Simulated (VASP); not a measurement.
Here is a VASP 6.6.1 calculation.

The input INCAR:

```
ALGO = Normal
EDIFF = 1E-7
ENCUT = 520
ISIF = 2
ISMEAR = 0
LASPH = True
LCHARG = False
LMIXTAU = True
LREAL = False
LWAVE = False
METAGGA = R2SCAN
NBANDS = 11
NELM = 60
PREC = Accurate
SIGMA = 0.02
```

KPOINTS

```
k-points
0
Gamma
  14 14 14
```

Contents of POSCAR:

```
C                                       
1.0
    0.0000000000      1.7815734958      1.7815734958
    1.7815734958      0.0000000000      1.7815734958
    1.7815734958      1.7815734958      0.0000000000
  C             
     2
Direct
     0.0000000000000000    0.0000000000000000    0.0000000000000000
     0.2500000000000000    0.2500000000000000    0.2500000000000000
```

KPOINTS_OPT

```
path GXWKGLUWLK,UX
20
line-mode
reciprocal
 0.0000000000  0.0000000000  0.0000000000  G
 0.5000000000  0.0000000000  0.5000000000  X

 0.5000000000  0.0000000000  0.5000000000  X
 0.5000000000  0.2500000000  0.7500000000  W

 0.5000000000  0.2500000000  0.7500000000  W
 0.3750000000  0.3750000000  0.7500000000  K

 0.3750000000  0.3750000000  0.7500000000  K
 0.0000000000  0.0000000000  0.0000000000  G

 0.0000000000  0.0000000000  0.0000000000  G
 0.5000000000  0.5000000000  0.5000000000  L

 0.5000000000  0.5000000000  0.5000000000  L
 0.6250000000  0.2500000000  0.6250000000  U

 0.6250000000  0.2500000000  0.6250000000  U
 0.5000000000  0.2500000000  0.7500000000  W

 0.5000000000  0.2500000000  0.7500000000  W
 0.5000000000  0.5000000000  0.5000000000  L

 0.5000000000  0.5000000000  0.5000000000  L
 0.3750000000  0.3750000000  0.7500000000  K

 0.6250000000  0.2500000000  0.6250000000  U
 0.5000000000  0.0000000000  0.5000000000  X
```

Potentials or basis: VASP PAW PBE potentials, release 64 (C).

Run with:

```console
$ cat potpaw_PBE.64/C/POTCAR > POTCAR
$ mpirun -np 1 vasp_std > vasp.out
```

Estimate the band gap on the k mesh.

4.33 eV, indirect (least direct gap 5.84 eV).

Predict the band gap along the path.

4.33 eV, indirect (least direct gap 5.84 eV).

Estimate the pressure.

0.0 GPa.

Levels at the corners of the path, in eV from the valence-band top:
```tsv
point	band 1	band 2	band 3	band 4	band 5	band 6	band 7	band 8
Γ	-22.74	0.00	0.00	0.00	5.84	5.84	5.84	13.89
X	-13.61	-13.61	-6.68	-6.68	5.01	5.01	17.92	17.92
X	-13.61	-13.61	-6.68	-6.68	5.01	5.01	17.92	17.92
W	-12.83	-12.83	-8.74	-8.74	11.27	11.27	12.95	12.95
W	-12.83	-12.83	-8.74	-8.74	11.27	11.27	12.95	12.95
K	-13.90	-12.51	-9.77	-5.69	5.97	11.34	15.25	16.59
K	-13.90	-12.51	-9.77	-5.69	5.97	11.34	15.25	16.59
Γ	-22.74	0.00	0.00	0.00	5.84	5.84	5.84	13.89
Γ	-22.74	0.00	0.00	0.00	5.84	5.84	5.84	13.89
L	-16.77	-14.08	-2.99	-2.99	8.89	8.89	9.17	16.73
L	-16.77	-14.08	-2.99	-2.99	8.89	8.89	9.17	16.73
U	-13.90	-12.51	-9.77	-5.69	5.97	11.34	15.25	16.59
U	-13.90	-12.51	-9.77	-5.69	5.97	11.34	15.25	16.59
W	-12.83	-12.83	-8.74	-8.74	11.27	11.27	12.95	12.95
W	-12.83	-12.83	-8.74	-8.74	11.27	11.27	12.95	12.95
L	-16.77	-14.08	-2.99	-2.99	8.89	8.89	9.17	16.73
L	-16.77	-14.08	-2.99	-2.99	8.89	8.89	9.17	16.73
K	-13.90	-12.51	-9.77	-5.69	5.97	11.34	15.25	16.59
U	-13.90	-12.51	-9.77	-5.69	5.97	11.34	15.25	16.59
X	-13.61	-13.61	-6.68	-6.68	5.01	5.01	17.92	17.92
```

Caveat: the PAW data sets were made with another functional, which shifts forces and pressure a little. r2SCAN opens gaps a little over a GGA but as a rule still falls short of measured ones.
